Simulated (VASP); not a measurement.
Output of a VASP run:

**OSZICAR**
```
       N       E                     dE             d eps       ncg     rms          rms(c)
DAV:   1     0.108254703015E+03    0.10825E+03   -0.82805E+03   778   0.151E+03
DAV:   2    -0.330625672340E+01   -0.11156E+03   -0.10349E+03   812   0.361E+02
DAV:   3    -0.939161924559E+01   -0.60854E+01   -0.60621E+01   887   0.884E+01
DAV:   4    -0.945504447940E+01   -0.63425E-01   -0.63414E-01   839   0.933E+00
DAV:   5    -0.945570164480E+01   -0.65717E-03   -0.65716E-03   878   0.994E-01    0.542E+00
DAV:   6    -0.856836948697E+01    0.88733E+00   -0.38387E+00   934   0.188E+01    0.183E+00
DAV:   7    -0.855838676980E+01    0.99827E-02   -0.32202E-02   779   0.259E+00    0.104E+00
DAV:   8    -0.855975991101E+01   -0.13731E-02   -0.27942E-02   779   0.421E+00    0.120E-01
DAV:   9    -0.856061292228E+01   -0.85301E-03   -0.40728E-03   869   0.707E-01    0.888E-02
DAV:  10    -0.856051594908E+01    0.96973E-04   -0.59025E-04   818   0.363E-01    0.118E-02
DAV:  11    -0.856051392820E+01    0.20209E-05   -0.16904E-05   854   0.745E-02    0.332E-03
DAV:  12    -0.856051416087E+01   -0.23266E-06   -0.13315E-06   794   0.176E-02
   1 F= -.88816803E+01 E0= -.88816803E+01  d E =-.888168E+01
       N       E                     dE             d eps       ncg     rms          rms(c)
DAV:   1    -0.856137986246E+01   -0.86593E-03   -0.66023E-03   905   0.139E+00    0.145E-01
DAV:   2    -0.856107177621E+01    0.30809E-03   -0.12575E-03   923   0.394E-01    0.391E-02
DAV:   3    -0.856105282393E+01    0.18952E-04   -0.45261E-05   875   0.171E-01    0.201E-02
DAV:   4    -0.856104313372E+01    0.96902E-05   -0.70578E-06   863   0.101E-01    0.324E-03
DAV:   5    -0.856104237318E+01    0.76054E-06   -0.90520E-07   452   0.176E-02
   2 F= -.88817082E+01 E0= -.88817082E+01  d E =-.279310E-04
```

File OUTCAR:
```
------------------------ aborting loop because EDIFF is reached ----------------------------------------
 Edisp (eV)   -0.32067
  FORCE on cell =-STRESS in cart. coord.  units (eV):
  Direction    XX          YY          ZZ          XY          YZ          ZX
  --------------------------------------------------------------------------------------
  Total       0.00310     0.00310     0.00310     0.00000     0.00000     0.00000
  in kB       0.19982     0.19982     0.19982     0.00000     0.00000     0.00000
  external pressure =        0.20 kB  Pullay stress =        0.00 kB
  volume of cell :       24.85
      direct lattice vectors                 reciprocal lattice vectors
     0.000000000  2.316244695  2.316244695    -0.215866657  0.215866657  0.215866657
     2.316244695  0.000000000  2.316244695     0.215866657 -0.215866657  0.215866657
     2.316244695  2.316244695 -0.000000000     0.215866657  0.215866657 -0.215866657
  FREE ENERGIE OF THE ION-ELECTRON SYSTEM (eV)
  ---------------------------------------------------
  free  energy   TOTEN  =        -8.8817082069 eV

  energy  without entropy=       -8.8817082069  energy(sigma->0) =       -8.88170821

 reached required accuracy - stopping structural energy minimisation
```
(Selected blocks of OUTCAR.)

POSCAR:
```
NaF
1
    0.0000000000     2.3150000000     2.3150000000
    2.3150000000     0.0000000000     2.3150000000
    2.3150000000     2.3150000000     0.0000000000
Na F
1 1
Direct
  0.0000000000   0.0000000000   0.0000000000
  0.5000000000   0.5000000000   0.5000000000
```

Q: Write an INCAR and KPOINTS that could have produced this output.

A: This is not unique; one that fits is the input of the run itself, PBE GGA with D3 dispersion (zero damping), plane waves, VASP's PBE PAW potentials (set 64).

File KPOINTS:
```
Regular mesh
0
G
9 9 9
```

**INCAR**
```
! general
SYSTEM = NaF
PREC   = Accurate
ENCUT  = 520
LREAL  = F
LASPH  = T

! electronic loop
EDIFF  = 1E-6
NELM   = 100
ALGO   = Normal

! smearing
ISMEAR = 0
SIGMA  = 0.05

! functional
GGA    = PE
IVDW   = 11

! ions
IBRION = 2
NSW    = 60
ISIF   = 3
EDIFFG = -0.01

! output
LWAVE  = F
LCHARG = F
```

POTCAR, in this order: Na_pv F (PBE.64 set). Program: vasp_std.

The compound is NaF in the rock salt structure. This run relaxes it. Symmetry was kept, so distortions that lower it aren't found.
